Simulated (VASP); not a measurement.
# CO on Ti(0001): which site?, part 4 of 8

Which site of Ti(0001) does CO prefer, and what does it do to the work function?

VASP 6.6.1, plane waves and PAW; the level of theory is named at each step.

So far. Step 4 (Relaxing the slab): The run ended after 10 ionic steps, 0.179 eV below its first step, once the forces on the free atoms met EDIFFG = -0.03. Step 5 (Potential and states of the slab): The vacuum level lies 4.43 eV above the Fermi level at the upper face; both faces agree, as the slab has next to no dipole.

### Step 6. Relaxing the adsorbate, site ontop

This step: PBE, no spin polarisation; plane waves and PAW (Ti, C, O) (VASP 6.6.1).

System of this step: Ti12CO (Ti(0001)). The cell holds 14 atoms: 12 Ti, 1 C and 1 O. Its edges and angles: a = 5.850 Å, b = 5.850 Å, c = 19.625 Å, α = 90.0°, β = 90.0°, γ = 60.0°. It derives from Ti. CO over the ontop site of Ti(0001). Vacuum lies along c.

The adsorbate starts over a high-symmetry site, and it relaxes with the upper layers within that symmetry.

INCAR reads:

```
SYSTEM = Ti12CO
PREC = Normal
ENCUT = 440
EDIFF = 1E-05
NELM = 120
ISMEAR = 1
SIGMA = 0.15
LREAL = Auto
ALGO = Fast
GGA = PE
NBANDS = 43
LASPH = .TRUE.
LORBIT = 11
LWAVE = .FALSE.
LCHARG = .FALSE.
KPAR = 4
IBRION = 2
NSW = 50
ISIF = 2
EDIFFG = -0.03
POTIM = 0.4
MAXMIX = 40
IDIPOL = 3
LDIPOL = .TRUE.
DIPOL = 0.5 0.5 0.529
```

POSCAR reads:

```
Ti12CO
1.0
    5.8496603244      0.0000000000      0.0000000000
    2.9248301622      5.0659544444      0.0000000000
    0.0000000000      0.0000000000     19.6246176925
Ti C O
12 1 1
Selective dynamics
Direct
    0.0000000000      0.0000000000      0.3821730500  F F F
    0.5000000000      0.0000000000      0.3821730500  F F F
    0.0000000000      0.5000000000      0.3821730500  F F F
    0.5000000000      0.5000000000      0.3821730500  F F F
    0.8333333300      0.3333333300      0.4945447100  T T T
    0.3333333300      0.3333333300      0.4945447100  T T T
    0.8333333300      0.8333333300      0.4945447100  T T T
    0.3333333300      0.8333333300      0.4945447100  T T T
    0.0000000000      0.0000000000      0.6069837300  T T T
    0.5000000000      0.0000000000      0.6069837300  T T T
    0.0000000000      0.5000000000      0.6069837300  T T T
    0.5000000000      0.5000000000      0.6069837300  T T T
    0.0000000000      0.0000000000      0.7038009100  T T T
    0.0000000000      0.0000000000      0.7624007700  T T T
```

KPOINTS reads:

```
Automatic mesh
0
Gamma
6 6 1
0 0 0
```

Potentials, in the order of the species: Ti, C and O (PBE family, release 64).

Run with:

```sh
$ mpirun -np 4 vasp_std
```

Log:

```text
[banner, memory and clock lines left out]
running    4 mpi-ranks, on    1 nodes
 distrk:  each k-point on    1 cores,    4 groups
 distr:  one band on    1 cores,    1 groups

 POSCAR found type information on POSCAR TiC O
 POSCAR found :  3 types and      14 ions
 LDA part: xc-table for (Slater+PW92), standard interpolation
 POSCAR, INCAR and KPOINTS ok, starting setup
 FFT: planning ... GRIDC
 FFT: planning ... GRID_SOFT
 FFT: planning ... GRID
 WAVECAR not read
 entering main loop
       N       E                     dE             d eps       ncg     rms          rms(c)
DAV:   1     0.357952984554E+03    0.35795E+03   -0.16872E+04   602   0.916E+02
DAV:   2    -0.258281774304E+02   -0.38378E+03   -0.36596E+03   627   0.221E+02
DAV:   3    -0.107823762167E+03   -0.81996E+02   -0.77827E+02  1076   0.864E+01
DAV:   4    -0.120934425542E+03   -0.13111E+02   -0.12778E+02   940   0.367E+01
DAV:   5    -0.121603435968E+03   -0.66901E+00   -0.66549E+00   956   0.875E+00    0.412E+01
RMM:   6    -0.138465544406E+03   -0.16862E+02   -0.17559E+02   808   0.630E+01    0.243E+01
RMM:   7    -0.146456417647E+03   -0.79909E+01   -0.13643E+02   757   0.458E+01    0.270E+01
RMM:   8    -0.109992038250E+03    0.36464E+02   -0.49651E+01   641   0.313E+01    0.166E+01
RMM:   9    -0.103467184505E+03    0.65249E+01   -0.10898E+01   615   0.169E+01    0.100E+01
RMM:  10    -0.102056760964E+03    0.14104E+01   -0.60024E+00   736   0.695E+00    0.583E+00
RMM:  11    -0.101990059536E+03    0.66701E-01   -0.27315E+00   701   0.621E+00    0.418E+00
RMM:  12    -0.101823301175E+03    0.16676E+00   -0.13057E+00   664   0.483E+00    0.237E+00
RMM:  13    -0.101785261323E+03    0.38040E-01   -0.53617E-01   677   0.268E+00    0.145E+00
RMM:  14    -0.101836284898E+03   -0.51024E-01   -0.42293E-01   722   0.211E+00    0.203E+00
RMM:  15    -0.101762185669E+03    0.74099E-01   -0.15489E-01   660   0.163E+00    0.800E-01
RMM:  16    -0.101767795674E+03   -0.56100E-02   -0.77109E-02   729   0.954E-01    0.806E-01
RMM:  17    -0.101758464157E+03    0.93315E-02   -0.29800E-02   701   0.604E-01    0.330E-01
RMM:  18    -0.101761357187E+03   -0.28930E-02   -0.24230E-02   754   0.480E-01    0.444E-01
RMM:  19    -0.101757668754E+03    0.36884E-02   -0.76781E-03   679   0.363E-01    0.237E-01
RMM:  20    -0.101757588347E+03    0.80407E-04   -0.49400E-03   793   0.172E-01    0.141E-01
RMM:  21    -0.101757461883E+03    0.12646E-03   -0.11677E-03   755   0.100E-01    0.457E-02
RMM:  22    -0.101757651274E+03   -0.18939E-03   -0.49579E-04   720   0.758E-02    0.545E-02
RMM:  23    -0.101757683196E+03   -0.31922E-04   -0.22392E-04   754   0.404E-02    0.366E-02
RMM:  24    -0.101757787820E+03   -0.10462E-03   -0.33261E-04   711   0.618E-02    0.298E-02
RMM:  25    -0.101757801411E+03   -0.13591E-04   -0.56488E-05   589   0.259E-02    0.156E-02
RMM:  26    -0.101757831857E+03   -0.30446E-04   -0.17281E-05   459   0.128E-02    0.131E-02
RMM:  27    -0.101757885517E+03   -0.53661E-04   -0.16536E-05   458   0.156E-02    0.698E-03
RMM:  28    -0.101757920940E+03   -0.35422E-04   -0.12089E-05   432   0.123E-02    0.824E-03
RMM:  29    -0.101757935921E+03   -0.14981E-04   -0.22814E-06   407   0.854E-03    0.610E-03
RMM:  30    -0.101757950853E+03   -0.14933E-04   -0.65773E-07   407   0.804E-03    0.355E-03
RMM:  31    -0.101757958475E+03   -0.76220E-05    0.10327E-06   375   0.536E-03
   1 F= -.10175796E+03 E0= -.10175820E+03  d E =-.101758E+03
 curvature:   0.00 expect dE= 0.000E+00 dE for cont linesearch  0.000E+00
 trial: gam= 0.00000 g(F)=  0.803E+00 g(S)=  0.000E+00 ort = 0.000E+00 (trialstep = 0.100E+01)
 search vector abs. value=  0.803E+00
 bond charge predicted
       N       E                     dE             d eps       ncg     rms          rms(c)
DAV:   1    -0.101773925367E+03   -0.15975E-01   -0.89882E+01   614   0.345E+01    0.339E+00
RMM:   2    -0.102164485140E+03   -0.39056E+00   -0.37834E+00   683   0.763E+00    0.421E+00
RMM:   3    -0.101884528884E+03    0.27996E+00   -0.61092E-01   681   0.313E+00    0.260E+00
RMM:   4    -0.101930076620E+03   -0.45548E-01   -0.18288E+00   762   0.359E+00    0.301E+00
RMM:   5    -0.101775956359E+03    0.15412E+00   -0.69517E-01   723   0.215E+00    0.753E-01
RMM:   6    -0.101793347830E+03   -0.17391E-01   -0.20920E-01   759   0.121E+00    0.760E-01
RMM:   7    -0.101788158693E+03    0.51891E-02   -0.45455E-02   775   0.606E-01    0.648E-01
RMM:   8    -0.101781288873E+03    0.68698E-02   -0.34596E-02   654   0.546E-01    0.271E-01
RMM:   9    -0.101781891915E+03   -0.60304E-03   -0.13047E-02   776   0.298E-01    0.155E-01
RMM:  10    -0.101782406583E+03   -0.51467E-03   -0.49506E-03   810   0.193E-01    0.164E-01
RMM:  11    -0.101782105512E+03    0.30107E-03   -0.65857E-04   680   0.993E-02    0.101E-01
RMM:  12    -0.101782053443E+03    0.52069E-04   -0.14594E-03   768   0.844E-02    0.329E-02
RMM:  13    -0.101782120213E+03   -0.66771E-04   -0.16047E-04   671   0.389E-02    0.219E-02
RMM:  14    -0.101782149599E+03   -0.29386E-04   -0.68913E-05   589   0.279E-02    0.107E-02
RMM:  15    -0.101782163344E+03   -0.13745E-04   -0.25421E-05   445   0.181E-02    0.657E-03
RMM:  16    -0.101782172387E+03   -0.90424E-05   -0.58362E-06   392   0.114E-02
   2 F= -.10178217E+03 E0= -.10177999E+03  d E =-.242139E-01
[... from here on, the cycles between the ionic steps are left out ...]
   3 F= -.10194327E+03 E0= -.10194202E+03  d E =-.185312E+00
   4 F= -.10202271E+03 E0= -.10202029E+03  d E =-.794447E-01
   5 F= -.10205836E+03 E0= -.10205635E+03  d E =-.115092E+00
   6 F= -.10207766E+03 E0= -.10207602E+03  d E =-.192991E-01
   7 F= -.10208836E+03 E0= -.10208710E+03  d E =-.299936E-01
   8 F= -.10209833E+03 E0= -.10209725E+03  d E =-.997414E-02
   9 F= -.10210319E+03 E0= -.10210223E+03  d E =-.148330E-01
  10 F= -.10210329E+03 E0= -.10210235E+03  d E =-.149300E-01
  11 F= -.10210697E+03 E0= -.10210615E+03  d E =-.368254E-02
  12 F= -.10211260E+03 E0= -.10211209E+03  d E =-.931137E-02
  13 F= -.10211275E+03 E0= -.10211228E+03  d E =-.946017E-02
  14 F= -.10211465E+03 E0= -.10211425E+03  d E =-.190325E-02
  15 F= -.10211465E+03 E0= -.10211425E+03  d E =-.190741E-02
  16 F= -.10211602E+03 E0= -.10211567E+03  d E =-.136690E-02
  17 F= -.10211707E+03 E0= -.10211679E+03  d E =-.241487E-02
  18 F= -.10211826E+03 E0= -.10211796E+03  d E =-.118852E-02
  19 F= -.10211852E+03 E0= -.10211819E+03  d E =-.145563E-02
  20 F= -.10211925E+03 E0= -.10211890E+03  d E =-.729120E-03
  21 F= -.10212085E+03 E0= -.10212043E+03  d E =-.232442E-02
  22 F= -.10212141E+03 E0= -.10212080E+03  d E =-.288546E-02
  23 F= -.10212164E+03 E0= -.10212111E+03  d E =-.311635E-02
  24 F= -.10212242E+03 E0= -.10212180E+03  d E =-.779446E-03
  25 F= -.10212284E+03 E0= -.10212212E+03  d E =-.119643E-02
  26 F= -.10212330E+03 E0= -.10212257E+03  d E =-.464251E-03
  27 F= -.10212399E+03 E0= -.10212318E+03  d E =-.115785E-02
  28 F= -.10212451E+03 E0= -.10212367E+03  d E =-.510409E-03
  29 F= -.10212488E+03 E0= -.10212400E+03  d E =-.885998E-03
  30 F= -.10212517E+03 E0= -.10212429E+03  d E =-.293719E-03
  31 F= -.10212585E+03 E0= -.10212496E+03  d E =-.970794E-03
  32 F= -.10212618E+03 E0= -.10212531E+03  d E =-.129513E-02
  33 F= -.10212631E+03 E0= -.10212543E+03  d E =-.143434E-02
  34 F= -.10212676E+03 E0= -.10212595E+03  d E =-.446716E-03
  35 F= -.10212770E+03 E0= -.10212706E+03  d E =-.138793E-02
  36 F= -.10212734E+03 E0= -.10212702E+03  d E =-.102782E-02
  37 F= -.10212781E+03 E0= -.10212725E+03  d E =-.149773E-02
  38 F= -.10212810E+03 E0= -.10212757E+03  d E =-.285614E-03
  39 F= -.10212812E+03 E0= -.10212760E+03  d E =-.306817E-03
  40 F= -.10212814E+03 E0= -.10212761E+03  d E =-.233489E-04
 ZBRENT: can't locate minimum, use default step
 trial-energy change:   -0.000023  1 .order   -0.000017   -0.000017   -0.000017
 step:   0.5905(harm=  5.2960)  dis= 0.00060  next Energy=  -102.128429 (dE=-0.310E-03)
 bond charge predicted
       N       E                     dE             d eps       ncg     rms          rms(c)
DAV:   1    -0.102128186498E+03   -0.48466E-04   -0.17168E-03   608   0.164E-01    0.242E-02
RMM:   2    -0.102128196697E+03   -0.10198E-04   -0.30700E-05   356   0.229E-02    0.280E-02
RMM:   3    -0.102128185471E+03    0.11226E-04   -0.34783E-05   366   0.180E-02    0.170E-02
RMM:   4    -0.102128187036E+03   -0.15653E-05   -0.85654E-06   309   0.111E-02
  41 F= -.10212819E+03 E0= -.10212764E+03  d E =-.675298E-04
 curvature:  -0.56 expect dE=-0.408E-04 dE for cont linesearch -0.331E-04
 trial: gam=-0.15075 g(F)=  0.725E-04 g(S)=  0.000E+00 ort = 0.943E-04 (trialstep = 0.236E+00)
 search vector abs. value=  0.475E-04
 reached required accuracy - stopping structural energy minimisation
```

Wall time 11 min (4 MPI ranks of AMD EPYC 7R43, shared host); peak memory 1.8 GiB.

Parts of OUTCAR (step 6):

```text
   k-points           NKPTS =      7   k-points in BZ     NKDIM =      7   number of bands    NBANDS=     43

   NELECT =      58.0000    total number of electrons

 dipolmoment           0.000000      0.000000      0.132805 electrons x Angstroem

 E-fermi :  -1.6454

 k-point     1 :       0.0000    0.0000    0.0000
  band No.  band energies     occupation
    ...
     22      -2.5626      2.00000
     23      -2.5626      2.00000
     24      -1.7198      1.73592
     25      -1.7198      1.73566
     26      -1.7001      1.57401
     27      -1.5522      0.14108
     28      -1.1028     -0.00000
     29      -1.1027     -0.00000
     30      -1.0368     -0.00000
     31      -0.9419     -0.00000
    ...

  Total       -5.5310719     -5.5310719      0.1711817     -0.0000000      0.0000000      0.0000000
  in kB      -15.2379573    -15.2379573      0.4716012     -0.0000000      0.0000000      0.0000000
  external PRESSURE =     -10.0014378 kB  Pullay stress =       0.0000000 kB

 POSITION                                       TOTAL-FORCE (eV/Angst)
 -----------------------------------------------------------------------------------
      0.00000      0.00000      7.50000         0.000000      0.000000      0.145255
      2.92483      0.00000      7.50000        -0.000000      0.232668     -0.071597
      1.46242      2.53298      7.50000         0.201496     -0.116334     -0.071597
      4.38725      2.53298      7.50000        -0.201496     -0.116334     -0.071597
      5.84966      1.73780      9.65919         0.000000     -0.004537     -0.002667
      2.92483      1.68865      9.75359         0.000000     -0.000000     -0.003637
      7.26951      4.19706      9.65919         0.003929      0.002268     -0.002667
      4.42981      4.19706      9.65919        -0.003929      0.002268     -0.002667
      0.00000      0.00000     11.87444         0.000000      0.000000     -0.004633
      5.84966      5.04003     11.97039        -0.000000      0.009358      0.017716
      7.28963      2.54594     11.97039         0.008105     -0.004679      0.017716
      4.40969      2.54594     11.97039        -0.008105     -0.004679      0.017716
      0.00000      0.00000     13.94516         0.000000      0.000000      0.012920
      0.00000      0.00000     15.11918         0.000000      0.000000      0.019741
 -----------------------------------------------------------------------------------
    total drift:                               -0.000187     -0.000108      0.004036

  FREE ENERGIE OF THE ION-ELECTRON SYSTEM (eV)
  ---------------------------------------------------
  free  energy   TOTEN  =      -102.1281870359 eV

  energy  without entropy=     -102.1265543747  energy(sigma->0) =     -102.12764282

 vacuum level on the upper side and lower side of the slab         3.612         2.803

[... 7 parts as in an earlier step ...]

[... 10 further parts left out ...]
```

CONTCAR:

```
Ti12CO
   1.00000000000000
     5.8496603244000003    0.0000000000000000    0.0000000000000000
     2.9248301622000001    5.0659544444000000    0.0000000000000000
     0.0000000000000000    0.0000000000000000   19.6246176924999993
  Ti              C               O
    12     1     1
Selective dynamics
Direct
     0.0000000000000000    0.0000000000000000    0.3821730499999987   F   F   F
     0.5000000000000000    0.0000000000000000    0.3821730499999987   F   F   F
     0.0000000000000000    0.5000000000000000    0.3821730499999987   F   F   F
     0.5000000000000000    0.5000000000000000    0.3821730499999987   F   F   F
     0.8284826427662663    0.3430347044674736    0.4921974918130327   T   T   T
     0.3333333300000021    0.3333333300000021    0.4970080555504446   T   T   T
     0.8284826427662663    0.8284826427662663    0.4921974918130327   T   T   T
     0.3430347044674736    0.8284826427662663    0.4921974918130327   T   T   T
     0.0000000000000000    0.0000000000000000    0.6050788540727988   T   T   T
     0.5025584651161512    0.9948830697676987    0.6099680541710228   T   T   T
     0.9948830697676987    0.5025584651161512    0.6099680541710228   T   T   T
     0.5025584651161512    0.5025584651161512    0.6099680541710228   T   T   T
     0.0000000000000000    0.0000000000000000    0.7105954446747894   T   T   T
     0.0000000000000000    0.0000000000000000    0.7704189868924254   T   T   T
```

Relaxation path (22 of 41):

```
step  energy less that of the first step (eV)  largest force (eV/Å)
   1                                   0.0000                3.1363
   3                                  -0.1853                3.6221
   5                                  -0.3004                0.5491
   7                                  -0.3304                1.0154
   9                                  -0.3452                0.6435
  11                                  -0.3490                0.5659
  12                                  -0.3546                0.3278
  14                                  -0.3567                0.1871
  16                                  -0.3581                0.1282
  18                                  -0.3603                0.2181
  20                                  -0.3613                0.2904
  22                                  -0.3635                0.4637
  24                                  -0.3645                0.1832
  26                                  -0.3653                0.1121
  28                                  -0.3665                0.0961
  30                                  -0.3672                0.1661
  31                                  -0.3679                0.1532
  33                                  -0.3684                0.2051
  35                                  -0.3697                0.1278
  37                                  -0.3699                0.2127
  39                                  -0.3702                0.0313
  41                                  -0.3702                0.0200
```

The atoms that moved most (Å):

```
atom      dx      dy      dz  length
 O14   0.000   0.000   0.157   0.157
 C13   0.000   0.000   0.133   0.133
 Ti7  -0.043  -0.025  -0.046   0.067
 Ti8   0.043  -0.025  -0.046   0.067
 Ti5   0.000   0.049  -0.046   0.067
Ti12   0.022   0.013   0.059   0.064
Ti11  -0.022   0.013   0.059   0.064
Ti10   0.000  -0.026   0.059   0.064
```

Final coordinates:

```cif
data_structure
_symmetry_space_group_name_H-M 'P 1'
_symmetry_Int_Tables_number 1
_cell_length_a 5.8497
_cell_length_b 5.8497
_cell_length_c 19.6246
_cell_angle_alpha 90.000
_cell_angle_beta 90.000
_cell_angle_gamma 60.000
_cell_volume 581.56
loop_
_atom_site_label
_atom_site_type_symbol
_atom_site_fract_x
_atom_site_fract_y
_atom_site_fract_z
_atom_site_occupancy
Ti1 Ti 0.00000 0.00000 0.38217 1
Ti2 Ti 0.50000 0.00000 0.38217 1
Ti3 Ti 0.00000 0.50000 0.38217 1
Ti4 Ti 0.50000 0.50000 0.38217 1
Ti5 Ti 0.82848 0.34303 0.49220 1
Ti6 Ti 0.33333 0.33333 0.49701 1
Ti7 Ti 0.82848 0.82848 0.49220 1
Ti8 Ti 0.34303 0.82848 0.49220 1
Ti9 Ti 0.00000 0.00000 0.60508 1
Ti10 Ti 0.50256 0.99488 0.60997 1
Ti11 Ti 0.99488 0.50256 0.60997 1
Ti12 Ti 0.50256 0.50256 0.60997 1
C13 C 0.00000 0.00000 0.71060 1
O14 O 0.00000 0.00000 0.77042 1
```

Numbers from this step:

```yaml
electronic_cycles: 273
electrons: 58
free_energy_toten: -102.1282 eV
energy_at_zero_smearing: -102.1276 eV
fermi_energy: -1.645 eV
dipole_moment: 0, 0, 0.1328 e·Å
```

The run ended after 41 ionic steps, 0.370 eV below its first step, once the forces on the free atoms met EDIFFG = -0.03.

VASP counts the dipole in electrons times Å, so a positive number points the physical dipole along −c.

[end of part 4 of 8]

[Lines on the potential files, build, host, timing and source positions are cut from VASP's logs without a mark.]

[Logs are printed without paths, hosts, clocks, repeated set-up lines and the standing remarks that a program may print on its own settings, such as how far it seeks lower states.]

[Hosts, paths, dates, database ids (printed as entryN), source tags and the programs' standing remarks are cut or masked in the printed files.]

[Runs that stopped without an error message from VASP are left out.]
